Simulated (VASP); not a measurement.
Level of theory: optB86b-vdW, VASP's PBE PAW potentials (set 64) (plane waves; VASP).

Input for VASP

### INCAR
```
! general
SYSTEM   = Tm
PREC     = Accurate
ENCUT    = 520
LREAL    = .FALSE.
LASPH    = .TRUE.

! electronic loop
EDIFF    = 1E-7
NELM     = 100
ALGO     = Normal
LMAXMIX  = 6

! smearing
ISMEAR   = -5

! functional
GGA      = MK
LUSE_VDW = .TRUE.
AGGAC    = 0.0
PARAM1   = 0.1234
PARAM2   = 1.0

! ions
ISIF     = 2

! output
LWAVE    = .FALSE.
LCHARG   = .TRUE.
LORBIT   = 11
NEDOS    = 601
```

### KPOINTS
```
Automatic mesh
0
Gamma
13 13 8
0 0 0
```

File POSCAR:
```
Tm
1.0
  1.7593516783  -3.0472865645   0.0000000000
  1.7593516783   3.0472865645   0.0000000000
  0.0000000000   0.0000000000   5.4304738249
Tm
2
Cartesian
  1.7593516783   1.0157642197   1.3576184562
  1.7593516783  -1.0157642197   4.0728553687
```

POTCAR, in this order: Tm_3 (PBE.64 set). Program: vasp_std.

What VASP printed:

**OSZICAR**
```
       N       E                     dE             d eps       ncg     rms          rms(c)
DAV:   1     0.702427922451E+02    0.70243E+02   -0.83685E+03  2730   0.131E+03
DAV:   2     0.721447843549E+00   -0.69521E+02   -0.68520E+02  2794   0.401E+02
DAV:   3    -0.387180342109E+01   -0.45933E+01   -0.43656E+01  4471   0.625E+01
DAV:   4    -0.399997329727E+01   -0.12817E+00   -0.12608E+00  4403   0.883E+00
DAV:   5    -0.400125745649E+01   -0.12842E-02   -0.12824E-02  3849   0.774E-01    0.242E+01
DAV:   6    -0.401363153085E+01   -0.12374E-01   -0.27151E-02  4300   0.196E+00    0.144E+01
DAV:   7    -0.403227959193E+01   -0.18648E-01   -0.52634E-02  4137   0.271E+00    0.377E-01
DAV:   8    -0.403223819369E+01    0.41398E-04   -0.30844E-03  3556   0.498E-01    0.664E-02
DAV:   9    -0.403227416422E+01   -0.35971E-04   -0.20580E-04  4404   0.149E-01    0.289E-02
DAV:  10    -0.403227331480E+01    0.84942E-06   -0.30499E-05  3973   0.520E-02    0.437E-02
DAV:  11    -0.403227338161E+01   -0.66809E-07   -0.41839E-06  3488   0.190E-02    0.179E-03
DAV:  12    -0.403227368352E+01   -0.30191E-06   -0.33343E-07  2675   0.616E-03    0.120E-03
DAV:  13    -0.403227368913E+01   -0.56093E-08   -0.34962E-08  1810   0.263E-03
   1 F= -.40322737E+01 E0= -.40322737E+01  d E =0.000000E+00
```

### OUTCAR
```
------------------------ aborting loop because EDIFF is reached ----------------------------------------
  FORCE on cell =-STRESS in cart. coord.  units (eV):
  Direction    XX          YY          ZZ          XY          YZ          ZX
  --------------------------------------------------------------------------------------
  Total        0.0225375      0.0225375      0.1164000      0.0000000     -0.0000000      0.0000000
  in kB        0.6201290      0.6201291      3.2027999      0.0000000     -0.0000000      0.0000000
  external PRESSURE =       1.4810193 kB  Pullay stress =       0.0000000 kB
  volume of cell :       58.23
      direct lattice vectors                 reciprocal lattice vectors
     1.759351678 -3.047286564  0.000000000     0.284195597 -0.164080401  0.000000000
     1.759351678  3.047286564  0.000000000     0.284195597  0.164080401  0.000000000
     0.000000000  0.000000000  5.430473825     0.000000000  0.000000000  0.184145994
 POSITION                                       TOTAL-FORCE (eV/Angst)
 -----------------------------------------------------------------------------------
      1.75935      1.01576      1.35762         0.000000      0.000000      0.000000
      1.75935     -1.01576      4.07286        -0.000000     -0.000000      0.000000
 -----------------------------------------------------------------------------------
    total drift:                                0.000000      0.000068     -0.000012
  FREE ENERGIE OF THE ION-ELECTRON SYSTEM (eV)
  ---------------------------------------------------
  free  energy   TOTEN  =        -4.0322736891 eV

  energy  without entropy=       -4.0322736891  energy(sigma->0) =       -4.03227369

 total charge

# of ion       s       p       d       tot
------------------------------------------
    1        0.560   6.591   1.115   8.265
    2        0.560   6.591   1.115   8.265
--------------------------------------------------
tot          1.120  13.181   2.229  16.531
```
(Selected blocks of OUTCAR.)

The 4f electrons are frozen in the core of the lanthanide potential, so 4f levels, which can set the real gap, and their magnetism are missing. For a metal the tetrahedron method with Blöchl corrections gives inexact stress and forces.

The compound is Tm in the hcp structure. It was relaxed first.
